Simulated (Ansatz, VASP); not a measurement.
# W2CSO (W2COS MXene monolayer): VASP beside Ansatz, part 2 of 2

Aim: how closely do two programs agree when they are given the same cell, functional and k mesh? Of the first pair: The structure shown is the start of the Ansatz relaxation below; VASP solves that cell, so the two are compared at the walk's first step.

VASP 6.6.1 and Ansatz 0.2.0.

So far: Set-up; Ansatz: relaxation, LDA.

## 3. VASP: single point, LDA, start cell, pair 1

Level of this step: LDA, no spin polarisation; plane waves and PAW (S, W, C, O) (VASP).

The same cell, functional (in two slightly different forms), mesh and smearing now go to VASP, with its own data sets.

Lines of VASP's logs that name or quote its potential files are left out, and so is its time.

INCAR

```
SYSTEM = W2CSO
PREC = Accurate
ENCUT = 520
EDIFF = 1E-06
NELM = 120
ISMEAR = -1
SIGMA = 0.05
LREAL = .FALSE.
ALGO = Normal
GGA = PW92
NBANDS = 20
LASPH = .TRUE.
LORBIT = 11
LWAVE = .FALSE.
LCHARG = .FALSE.
ISIF = 2
LDIPOL = .TRUE.
IDIPOL = 3
DIPOL = 0.5 0.5 0.505
LVHAR = .TRUE.
GGA_COMPAT = .FALSE.
NELMDL = -8
KPAR = 2
```

POSCAR

```
W2CSO
1.0
    3.1254080000      0.0000000000      0.0000000000
   -1.5627040000      2.7066830000      0.0000000000
    0.0000000000      0.0000000000     41.6172380000
S W C O
1 2 1 1
Direct
    0.3333332718      0.6666665435      0.4361173608
    0.6666666051      0.3333332102      0.4779711715
    0.3333332718      0.6666665435      0.5372351957
    0.9999999385      0.9999998768      0.5076031716
    0.6666666051      0.3333332102      0.5638826392
```

KPOINTS

```
Automatic mesh
0
Gamma
12 12 1
0 0 0
```

PAW data sets: S, W, C and O (LDA family, release 64).

The run is started by

```
$ mpirun -np 2 vasp_std
```

Numbers of over 12 decimals in the logs are rounded to 6 here.

Log:

```text
[banner, memory and clock lines left out]
running    2 mpi-ranks, on    1 nodes
 distrk:  each k-point on    1 cores,    2 groups
 distr:  one band on    1 cores,    1 groups

 POSCAR found type information on POSCAR S W C O
 POSCAR found :  4 types and       5 ions
|                                                                             |
|               ----> ADVICE to this user running VASP <----                  |
|                                                                             |
|     You enforced a specific xc type in the INCAR file but a different       |
|     [... a line on the potential file left out ...]
|     I HOPE YOU KNOW WHAT YOU ARE DOING!                                     |
|                                                                             |

 LDA part: xc-table for (Slater(with rela. corr.)+PW92), standard interpolation
 POSCAR, INCAR and KPOINTS ok, starting setup
 FFT: planning ... GRIDC
 FFT: planning ... GRID_SOFT
 FFT: planning ... GRID
 WAVECAR not read
 entering main loop
       N       E                     dE             d eps       ncg     rms          rms(c)
DAV:   1     0.236309480330E+03    0.23631E+03   -0.96381E+03   776   0.102E+03
DAV:   2    -0.178452324002E+02   -0.25415E+03   -0.24080E+03  1172   0.214E+02
DAV:   3    -0.570925733438E+02   -0.39247E+02   -0.38714E+02   988   0.103E+02
DAV:   4    -0.585392750068E+02   -0.14467E+01   -0.14095E+01  1136   0.220E+01
DAV:   5    -0.585799181414E+02   -0.40643E-01   -0.39616E-01  1068   0.291E+00
DAV:   6    -0.585813326847E+02   -0.14145E-02   -0.14033E-02  1092   0.545E-01
DAV:   7    -0.585813831205E+02   -0.50436E-04   -0.50425E-04  1128   0.981E-02
DAV:   8    -0.585813853745E+02   -0.22540E-05   -0.22537E-05  1032   0.203E-02    0.419E+01
DAV:   9    -0.523883922827E+02    0.61930E+01   -0.44859E+01  1016   0.353E+01    0.152E+01
DAV:  10    -0.573555358420E+02   -0.49671E+01   -0.41365E+01  1196   0.377E+01    0.124E+01
DAV:  11    -0.532615095144E+02    0.40940E+01   -0.38151E+01  1172   0.385E+01    0.852E+00
DAV:  12    -0.517291910107E+02    0.15323E+01   -0.22414E+01  1092   0.233E+01    0.422E+00
DAV:  13    -0.513757583816E+02    0.35343E+00   -0.23376E+00  1024   0.866E+00    0.189E+00
DAV:  14    -0.513636030440E+02    0.12155E-01   -0.14448E-01   968   0.269E+00    0.117E+00
[...]
DAV:  25    -0.513436585559E+02   -0.23899E-04   -0.29976E-06   764   0.946E-03    0.113E-02
DAV:  26    -0.513436816134E+02   -0.23057E-04   -0.10860E-05   876   0.152E-02    0.349E-03
DAV:  27    -0.513436893181E+02   -0.77047E-05   -0.75622E-07   544   0.574E-03    0.330E-03
DAV:  28    -0.513436980112E+02   -0.86931E-05   -0.77518E-07   576   0.550E-03    0.228E-03
DAV:  29    -0.513437038837E+02   -0.58725E-05   -0.82662E-07   504   0.488E-03    0.251E-03
DAV:  30    -0.513437070094E+02   -0.31256E-05   -0.21006E-07   412   0.287E-03    0.129E-03
DAV:  31    -0.513437082110E+02   -0.12017E-05   -0.20020E-07   408   0.259E-03    0.517E-04
DAV:  32    -0.513437086252E+02   -0.41414E-06   -0.46112E-08   392   0.150E-03
   1 F= -.51343709E+02 E0= -.51330730E+02  d E =-.259580E-01
```

OUTCAR, selected parts (step 3):

```text
ion  position               nearest neighbor table
   1  0.333  0.667  0.436-   2 2.51   2 2.51   2 2.51
   2  0.667  0.333  0.478-   4 2.19   4 2.19   4 2.19   1 2.51   1 2.51   1 2.51   3 3.06   3 3.06
                             3 3.06
   3  0.333  0.667  0.537-   5 2.12   5 2.12   5 2.12   4 2.19   4 2.19   4 2.19   2 3.06   2 3.06
                             2 3.06
   4  1.000  1.000  0.508-   2 2.19   2 2.19   2 2.19   3 2.19   3 2.19   3 2.19
   5  0.667  0.333  0.564-   3 2.12   3 2.12   3 2.12

  LATTYP: Found a hexagonal cell.
 ALAT       =     3.1254080000
 C/A-ratio  =    13.3157776521

 Subroutine GETGRP returns: Found  6 space group operations
 (whereof  6 operations were pure point group operations)

The static configuration has the point symmetry C_3v.

 Found     19 irreducible k-points:

   k-points           NKPTS =     19   k-points in BZ     NKDIM =     19   number of bands    NBANDS=     20

   dimension x,y,z NGX =    24 NGY =   24 NGZ =  320
   dimension x,y,z NGXF=    48 NGYF=   48 NGZF=  640

   ENCUT  =  520.0 eV  38.22 Ry    6.18 a.u.   5.81  5.81 77.38*2*pi/ulx,y,z

   NELECT =      28.0000    total number of electrons

 k-points in reciprocal lattice and weights: Automatic mesh
   0.00000000  0.00000000  0.00000000       0.007
   0.08333333  0.00000000  0.00000000       0.042
   0.16666667  0.00000000  0.00000000       0.042
   0.25000000  0.00000000  0.00000000       0.042
   0.33333333  0.00000000  0.00000000       0.042
   0.41666667  0.00000000  0.00000000       0.042
   0.50000000  0.00000000  0.00000000       0.021
   0.08333333  0.08333333  0.00000000       0.042
   0.16666667  0.08333333  0.00000000       0.083
[...]
0.33333333  0.25000000  0.00000000       0.083
   0.33333333  0.33333333  0.00000000       0.014

 dipolmoment           0.000000      0.000000      0.035439 electrons x Angstroem

 average (electrostatic) potential at core
       1 -95.7516       2 -50.5177       3 -51.1572       4 -63.2467       5 -80.7488

 E-fermi :  -3.2352

 k-point     1 :       0.0000    0.0000    0.0000
  band No.  band energies     occupation
    ...
     11      -5.1720      2.00000
     12      -5.1720      2.00000
     13      -4.5838      2.00000
     14      -4.1118      2.00000
     15      -4.1118      2.00000
     16      -3.1249      0.19852
     17      -3.1249      0.19851
     18      -2.1195      0.00000
     19      -1.3157      0.00000
     20      -1.3157      0.00000

 k-point     2 :       0.0833    0.0000    0.0000
  band No.  band energies     occupation
    ...
     11      -5.6462      2.00000
     12      -5.3899      2.00000
     13      -4.8366      2.00000
     14      -3.9204      2.00000
     15      -3.7781      1.99996
     16      -3.0760      0.07952
     17      -2.9603      0.00816
     18      -1.9340      0.00000
     19      -1.5344      0.00000
     20      -1.2911      0.00000

 k-point     3 :       0.1667    0.0000    0.0000
  band No.  band energies     occupation
    ...
     11      -5.9935      2.00000
     12      -5.5581      2.00000
     13      -5.3111      2.00000
     14      -3.8111      1.99998
     15      -3.4503      1.97330
     16      -3.0308      0.03300
     17      -2.3923      0.00000
     18      -1.7587      0.00000
     19      -1.3229      0.00000
     20      -1.2594      0.00000

  Total       -7.1958699     -7.1958714     -9.9897331      0.0000000      0.0000000      0.0000000
  in kB      -32.7473769    -32.7473835    -45.4618493      0.0000000      0.0000000      0.0000000
  external PRESSURE =     -36.9855366 kB  Pullay stress =       0.0000000 kB

  energy-cutoff  :      520.00
  volume of cell :      352.06
      direct lattice vectors                 reciprocal lattice vectors
     3.125408000  0.000000000  0.000000000     0.319958226  0.184727949  0.000000000
    -1.562704000  2.706683000  0.000000000     0.000000000  0.369455899  0.000000000
     0.000000000  0.000000000 41.617238000     0.000000000  0.000000000  0.024028505

 POSITION                                       TOTAL-FORCE (eV/Angst)
 -----------------------------------------------------------------------------------
      0.00000      1.80445     18.15000         0.000000      0.000000      1.605732
      1.56270      0.90223     19.89184        -0.000000     -0.000000      0.786216
      0.00000      1.80445     22.35825        -0.000000      0.000000     -1.718309
      1.56270      2.70668     21.12504        -0.000000     -0.000000      0.212366
      1.56270      0.90223     23.46724         0.000000     -0.000000     -0.886006
 -----------------------------------------------------------------------------------
    total drift:                               -0.000000      0.000651     -0.000475

  FREE ENERGIE OF THE ION-ELECTRON SYSTEM (eV)
  ---------------------------------------------------
  free  energy   TOTEN  =       -51.3437086252 eV

  energy  without entropy=      -51.3177506015  energy(sigma->0) =      -51.33072961

 vacuum level on the upper side and lower side of the slab         2.747         1.988

 total charge
# of ion       s       p       d       tot
------------------------------------------
    1        1.368   2.294   0.000   3.662
    2        0.542   0.691   4.204   5.437
    3        0.530   0.715   4.090   5.335
    4        0.850   1.573   0.000   2.423
    5        1.559   3.382   0.000   4.941
--------------------------------------------------
tot          4.849   8.655   8.294  21.798

[... 3 further parts left out ...]
```

This run has no spin polarisation, so a moment on W, if there is one, isn't seen. The data set W keeps the semicore shell frozen, which is cheaper and a little less accurate.

## 4. Differences

Known differences besides the potentials themselves: Ansatz cuts the interaction across the vacuum, VASP repeats the sheet with a dipole correction; the data sets hold 44 valence electrons in Ansatz (on its default PAW (the set named soft_2) files) and 28 in VASP; the cutoff is 420 eV in Ansatz and 520 eV in VASP; VASP's log shows a relativistic correction to its local exchange, Ansatz's none. Total energies have different zeros and are not compared.

Forces (eV/Å; atoms numbered as in POSCAR):

```csv
atom,"Ansatz x, y, z","VASP x, y, z"
S1,"0.000, 0.000, 1.574","0.000, 0.000, 1.606"
W2,"0.000, 0.000, 0.821","0.000, 0.000, 0.786"
W3,"0.000, 0.000, -1.722","0.000, 0.000, -1.718"
C4,"0.000, 0.000, 0.236","0.000, 0.000, 0.212"
O5,"0.000, 0.000, -0.910","0.000, 0.000, -0.886"
```

The forces differ by 15 meV/Å r.m.s., which is 2.2 % of the r.m.s. force of 0.682 eV/Å (both taken over all components). With vacuum in the cell, a pressure given here is an average over mostly empty space and none of the material.

## 5. Ansatz: relaxation, LDA

This run makes the geometry at which the two programs are then compared.

The structure compared here is the end of the Ansatz relaxation.

input.yaml

```yaml
crystal:
  lattice:
    - [3.125408, 0.0, 0.0]
    - [-1.562704, 2.7066827252, 0.0]
    - [0.0, 0.0, 41.6172382408]
  atoms:
    - { symbol: S, position: [0.3333333333, 0.6666666667, 0.4361173583] }
    - { symbol: W, position: [0.6666666667, 0.3333333333, 0.477971162] }
    - { symbol: C, position: [0.0, 0.0, 0.5076031794] }
    - { symbol: W, position: [0.3333333333, 0.6666666667, 0.5372351969] }
    - { symbol: O, position: [0.6666666667, 0.3333333333, 0.5638826417] }
  periodic: [true, true, false]
kpoints:
  mp_grid: { grid: [12, 12, 1] }
hamiltonian:
  xc: lda
scf:
  occupations: { method: fermi_dirac, width: 0.05 }
  convergence: { dr2_threshold: 1.0e-09 }
relax:
  f_tol: 0.004
  max_steps: 90
  cell: {}
output:
  write_potential: true
  write_density: true
  volumetric_format: npy
```

The run is started by

```
$ ansatz run input.yaml --threads 4 --pin off --max-ram 6144MiB --backend cpu --events-out ev --progress --plain --runs-dir out
```

Log:

```text
[...]
Crystal: 5 atoms, lattice volume = 352.061 Å³
Basis set: ecut = 420 eV, 6823 PW (Γ)
Bands: 27, of which v1, the nominal top of the filled ones, is band 22 counted from 1 (21 counted from 0)
Symmetry: 6 space group operations
[...]
k-points: 19 of 144 (time reversal used)
[...]
cell:  # Å, volume = 352.9033 Å³
    - [3.129147, 0, 0]
    - [-1.564573, 2.709921, 0]
    - [0, 0, 41.6172382408]
  atoms:
    - { symbol: S, position: [0.333333, 0.666667, 0.441680] }
    - { symbol: W, position: [0.666667, 0.333333, 0.481067] }
    - { symbol: C, position: [0, 0, 0.507630] }
    - { symbol: W, position: [0.333333, 0.666667, 0.533248] }
    - { symbol: O, position: [0.666667, 0.333333, 0.559185] }
[key lines of the parts left out:]
SCF converged after 5 iterations
Free energy (F): -21928.013299 eV
Fermi energy:    -5.509931 eV
P = ½ c Tr σ = 0.0016 N/m
```

## 6. VASP: single point, LDA, relaxed cell, pair 2

The same cell, functional (in two slightly different forms), mesh and smearing now go to VASP, with its own data sets.

INCAR is that of step 3.

POSCAR

```
W2CSO
1.0
    3.1291468108      0.0000000000      0.0000000000
   -1.5645734054      2.7099206303      0.0000000000
    0.0000000000      0.0000000000     41.6172382408
S W C O
1 2 1 1
Direct
    0.3333333333      0.6666666667      0.4416798772
    0.6666666666      0.3333333334      0.4810670677
    0.3333333333      0.6666666667      0.5332479497
    1.0000000000      0.0000000000      0.5076296804
    0.6666666666      0.3333333334      0.5591849633
```

KPOINTS is that of step 3.

The run is started by

```
$ mpirun -np 2 vasp_std
```

Log:

```text
[banner, memory and clock lines left out]
running    2 mpi-ranks, on    1 nodes
[...]
[... a notice as in an earlier step ...]

 LDA part: xc-table for (Slater(with rela. corr.)+PW92), standard interpolation
 POSCAR, INCAR and KPOINTS ok, starting setup
[...]
entering main loop
       N       E                     dE             d eps       ncg     rms          rms(c)
DAV:   1     0.249641089996E+03    0.24964E+03   -0.97290E+03   776   0.102E+03
DAV:   2    -0.162246074335E+02   -0.26587E+03   -0.25039E+03  1180   0.216E+02
DAV:   3    -0.575762560314E+02   -0.41352E+02   -0.40682E+02   972   0.106E+02
DAV:   4    -0.591868852622E+02   -0.16106E+01   -0.15738E+01  1120   0.230E+01
[...]
DAV:  30    -0.519395027417E+02   -0.60043E-05   -0.32009E-06   832   0.105E-02    0.246E-03
DAV:  31    -0.519395065209E+02   -0.37792E-05   -0.17499E-06   540   0.766E-03    0.817E-03
DAV:  32    -0.519395068107E+02   -0.28974E-06   -0.32825E-07   388   0.409E-03
   1 F= -.51939507E+02 E0= -.51934240E+02  d E =-.105328E-01
```

From OUTCAR (step 6):

```text
  Total        0.1900081      0.1900081      0.0717935      0.0000000      0.0000000     -0.0000000
  in kB        0.8626345      0.8626345      0.3259416      0.0000000      0.0000000     -0.0000000
  external PRESSURE =       0.6837369 kB  Pullay stress =       0.0000000 kB

 POSITION                                       TOTAL-FORCE (eV/Angst)
 -----------------------------------------------------------------------------------
     -0.00000      1.80661     18.38150        -0.000000      0.000000     -0.004459
      1.56457      0.90331     20.02068         0.000000      0.000000     -0.015184
     -0.00000      1.80661     22.19231         0.000000     -0.000000     -0.024230
      0.00000      0.00000     21.12615         0.000000      0.000000     -0.013661
      1.56457      0.90331     23.27173        -0.000000     -0.000000      0.057534
 -----------------------------------------------------------------------------------
    total drift:                                0.000000     -0.000000      0.000631

  FREE ENERGIE OF THE ION-ELECTRON SYSTEM (eV)
  ---------------------------------------------------
  free  energy   TOTEN  =       -51.9395068107 eV

  energy  without entropy=      -51.9289740403  energy(sigma->0) =      -51.93424043

[... 1 part as in an earlier step ...]

[... 2 further parts left out ...]
[key lines of the parts left out:]
E-fermi :  -3.2296
```

## 7. Comparison

What differs besides the data sets and the points named for the pairs above, as far as they apply: the data sets hold 44 valence electrons in Ansatz (on its default PAW (the set named soft_2) files) and 28 in VASP. Total energies have different zeros and are not compared.

At this near-relaxed geometry the largest component of a force difference is 59 meV/Å. With vacuum in the cell, a pressure given here is an average over mostly empty space and none of the material.

## 8. Other set-ups

Further runs change the set-up of one program: Ansatz's method, potentials or start, or VASP's data sets, cutoff or form of LDA. The table gives that difference for each run.

```csv
run,r.m.s. force difference (meV/Å)
as above,17
"VASP with the data sets S, W_sv, C and O",47
```

## 9. What came out

```json
{
 "r.m.s. force difference (single point, LDA, start cell, pair 1)": "2.2 % of the r.m.s. force",
 "r.m.s. force difference (single point, LDA, relaxed cell, pair 2)": "17 meV/Å"
}
```

**Reading.** The r.m.s. force difference is 17 meV/Å (single point, LDA, relaxed cell, pair 2), beyond the 12 meV/Å picked in this series as the mark of a large difference. The data sets hold unlike numbers of valence electrons (44 in Ansatz and 28 in VASP), so part of the differences comes from the potentials. Single point, LDA, relaxed cell, pair 2, VASP with the data sets S, W_sv, C and O: r.m.s. force difference goes from 17 to 47 meV/Å. Such differences can come from data sets, numerical settings and the points named under the comparisons, not from the functional's error against experiment.

[Lines on the potential files, build, host, timing and source positions are cut from VASP's logs without a mark.]

[Logs are printed without paths, hosts, clocks, repeated set-up lines and the standing remarks that a program may print on its own settings, such as how far it seeks lower states.]

[Hosts, paths, dates, database ids (printed as entryN), source tags and the programs' standing remarks are cut or masked in the printed files.]
